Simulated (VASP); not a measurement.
Crystal: BaZr2O3.

```
Ba Zr O
1.0
    -2.84596    2.98779    3.41071
     2.84596   -2.98779    3.41071
     2.84596    2.98779   -3.41071
Ba Zr O
1 2 3
Cartesian
  0.0000 0.0000 0.0000
  0.0000 1.6497 3.4107
  2.8460 1.3380 0.0000
  2.8460 0.0000 1.7667
  0.0000 2.9878 1.6441
  0.0000 0.0000 3.4107
```

The cell was built by a generator and needn't be a form met in nature.

| Property | Result |
| --- | --- |
| Program | VASP 6.6.1 |
| Task | relaxation of cell and atoms |
| Functional | PBE |
| Potentials or basis | VASP PAW PBE potentials, release 64 (Ba_sv, Zr_sv, O) |
| Cutoff | 520 eV |
| k mesh | 4 × 4 × 4 |
| Occupations | gaussian, width 0.15 eV |
| Spin | no spin polarisation |

At the start: pressure 22.9 GPa; volume 19.33 Å³/atom.

How do energy, volume and symmetry change on relaxing?

Over 17 steps the energy falls by 1015.4 meV/atom and the volume is 23.35 Å³/atom (+20.8 %); space group Immm (No. 71, to 0.05 Å).

The path:
```tsv
step	energy change (eV)	largest force (eV/Å)	pressure (GPa)	volume (Å³)
1	0.0000	13.9299	22.88	116.01
2	9.2089	28.0992	19.88	162.93
3	-1.8351	7.6408	3.45	130.08
4	-2.4151	6.6264	3.88	127.08
5	-2.9476	3.5107	7.18	121.54
6	-4.4873	3.1556	-3.72	138.40
7	-4.5808	4.0243	-10.40	152.42
8	-4.6849	3.7760	-7.19	145.09
9	-5.6752	2.5036	-5.67	145.73
10	-5.8281	2.4547	-4.84	145.79
11	-6.0472	0.3922	2.41	139.16
12	-6.0697	0.3905	0.57	140.62
13	-6.0842	0.1272	0.01	141.08
14	-6.0851	0.1703	-0.17	141.22
15	-6.0879	0.1098	-0.23	141.05
16	-6.0907	0.1033	-0.41	140.66
17	-6.0923	0.0284	0.02	140.12
```

Final structure:
```yaml
crystal:
  lattice:
    - [-3.27553, 3.55357, 3.00954]
    - [3.27553, -3.55357, 3.00954]
    - [3.27553, 3.55357, -3.00954]
  atoms:
    - { symbol: Ba, position: [0.00000, 0.00000, 0.00000] }
    - { symbol: Zr, position: [0.78856, 0.50000, 0.28856] }
    - { symbol: Zr, position: [0.21144, 0.50000, 0.71144] }
    - { symbol: O, position: [0.21726, 0.71726, 0.50000] }
    - { symbol: O, position: [0.78274, 0.28274, 0.50000] }
    - { symbol: O, position: [0.50000, 0.50000, 0.00000] }
```

Caveat: the k mesh is coarse (spacing up to 0.38 Å⁻¹), so the values aren't converged; the volume moved by over 15 % at a fixed basis, so the end points are rough.
